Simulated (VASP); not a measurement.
Calculation: rev-vdW-DF2, VASP's PBE PAW potentials (set 64) (plane waves; VASP 6.6.1).

Input for VASP

**KPOINTS**
```
Automatic mesh
0
Gamma
13 13 13
0 0 0
```

**INCAR**
```
! general
SYSTEM  =NiAl
PREC    =Accurate
ENCUT   =520
LREAL   =F
LASPH   =T

! electronic loop
EDIFF   =1E-7
NELM    =100
ALGO    =Normal
LMAXMIX =4

! smearing
ISMEAR  =1
SIGMA   =0.1

! functional
GGA     =MK
LUSE_VDW=T
AGGAC   =0.0
PARAM1  =0.1234568
PARAM2  =0.7114
ZAB_VDW =-1.8867

! ions
ISIF    =2

! output
LWAVE   =F
LCHARG  =F
```

POSCAR:
```
NiAl
2.8210610
  0.9999998632   0.0000000000   0.0000000000
  0.0000000000   0.9999998632   0.0000000000
  0.0000000000   0.0000000000   0.9999998632
Al Ni
1 1
Cartesian
  0.4999999316   0.4999999316   0.4999999316
  0.0000000000   0.0000000000   0.0000000000
```

POTCAR, in this order: Al Ni (PBE.64 set). Program: vasp_std.

The run wrote:

File OSZICAR:
```
       N       E                     dE             d eps       ncg     rms          rms(c)
DAV:   1     0.452138354217E+02    0.45214E+02   -0.58852E+03  1704   0.142E+03
DAV:   2    -0.711515075148E+01   -0.52329E+02   -0.49893E+02  1688   0.212E+02
DAV:   3    -0.844037636569E+01   -0.13252E+01   -0.13133E+01  2004   0.435E+01
DAV:   4    -0.846011246901E+01   -0.19736E-01   -0.19728E-01  1950   0.471E+00
DAV:   5    -0.846069629095E+01   -0.58382E-03   -0.58381E-03  1940   0.846E-01    0.119E+01
DAV:   6    -0.982558629125E+01   -0.13649E+01   -0.50401E+01  1858   0.126E+02    0.138E+01
DAV:   7    -0.709997435451E+01    0.27256E+01   -0.14751E+01  1856   0.753E+01    0.103E+00
DAV:   8    -0.709546449272E+01    0.45099E-02   -0.28474E-01  1992   0.650E+00    0.104E+00
DAV:   9    -0.708155390363E+01    0.13911E-01   -0.51296E-02  1942   0.388E+00    0.157E-01
DAV:  10    -0.708133771544E+01    0.21619E-03   -0.87791E-04  1876   0.424E-01    0.838E-02
DAV:  11    -0.708132822391E+01    0.94915E-05   -0.55344E-05  2484   0.115E-01    0.215E-02
DAV:  12    -0.708132706291E+01    0.11610E-05   -0.14874E-06  2084   0.202E-02    0.432E-03
DAV:  13    -0.708132685116E+01    0.21175E-06   -0.13996E-07  1072   0.450E-03    0.210E-03
DAV:  14    -0.708132689051E+01   -0.39348E-07   -0.31881E-08   852   0.204E-03
   1 F= -.70813269E+01 E0= -.70813564E+01  d E =0.885451E-04
```

File OUTCAR:
```
------------------------ aborting loop because EDIFF is reached ----------------------------------------
  FORCE on cell =-STRESS in cart. coord.  units (eV):
  Direction    XX          YY          ZZ          XY          YZ          ZX
  --------------------------------------------------------------------------------------
  Total        1.5617415      1.5617415      1.5617415      0.0000000     -0.0000000      0.0000000
  in kB      111.4506161    111.4506161    111.4506161      0.0000000     -0.0000000      0.0000000
  external PRESSURE =     111.4506161 kB  Pullay stress =       0.0000000 kB
  volume of cell :       22.45
      direct lattice vectors                 reciprocal lattice vectors
     2.821060614  0.000000000  0.000000000     0.354476609  0.000000000  0.000000000
     0.000000000  2.821060614  0.000000000     0.000000000  0.354476609  0.000000000
     0.000000000  0.000000000  2.821060614     0.000000000  0.000000000  0.354476609
 POSITION                                       TOTAL-FORCE (eV/Angst)
 -----------------------------------------------------------------------------------
      1.41053      1.41053      1.41053         0.000000      0.000000      0.000000
      0.00000      0.00000      0.00000         0.000000      0.000000      0.000000
 -----------------------------------------------------------------------------------
    total drift:                                0.000000      0.000000      0.000000
  FREE ENERGIE OF THE ION-ELECTRON SYSTEM (eV)
  ---------------------------------------------------
  free  energy   TOTEN  =        -7.0813268905 eV

  energy  without entropy=       -7.0814154356  energy(sigma->0) =       -7.08135641
```
(Selected blocks of OUTCAR.)

### OUTCAR
```
 val. band max:       10.7295817320   @ k =   0.3846   0.2308   0.1538

 cond. band min:      10.8375974239   @ k =   0.3846   0.3077   0.1538


 Fermi energy:        10.7623574258

 k-point     1 :       0.0000    0.0000    0.0000
  band No.  band energies     occupation
      1      -0.7846      2.00000
      2       7.2507      2.00000
      3       7.2507      2.00000
      4       9.0999      2.00000
      5       9.0999      2.00000
      6       9.0999      2.00000
      7      16.5614      0.00000
      8      16.5614      0.00000
      9      16.5614      0.00000
     10      19.1931      0.00000

 k-point     2 :       0.0769    0.0000    0.0000
  band No.  band energies     occupation
      1      -0.6706      2.00000
      2       7.2443      2.00000
      3       7.2785      2.00000
      4       9.0487      2.00000
      5       9.0487      2.00000
      6       9.1054      2.00000
      7      15.4213      0.00000
      8      16.7118      0.00000
      9      16.7118      0.00000
     10      19.1940      0.00000

 k-point     3 :       0.1538    0.0000    0.0000
  band No.  band energies     occupation
      1      -0.3308      2.00000
      2       7.1925      2.00000
      3       7.3569      2.00000
      4       8.9128      2.00000
      5       8.9128      2.00000
      6       9.1208      2.00000
      7      13.6390      0.00000
      8      17.1462      0.00000
      9      17.1462      0.00000
     10      19.1965      0.00000

 k-point     4 :       0.2308    0.0000    0.0000
  band No.  band energies     occupation
      1       0.2282      2.00000
      2       6.9836      2.00000
      3       7.4702      2.00000
      4       8.7341      2.00000
      5       8.7341      2.00000
      6       9.1426      2.00000
      7      12.0398     -0.00000
      8      17.8249      0.00000
      9      17.8249      0.00000
     10      19.2003      0.00000

 k-point     5 :       0.3077    0.0000    0.0000
...
```

The compound is NiAl in the CsCl type structure. This cell is one point of a volume scan, at 0.94 of the reference volume. The run is not spin-polarised, so no magnetic state was tried. The electron count is odd and the run is not spin-polarised, which forces a metal.
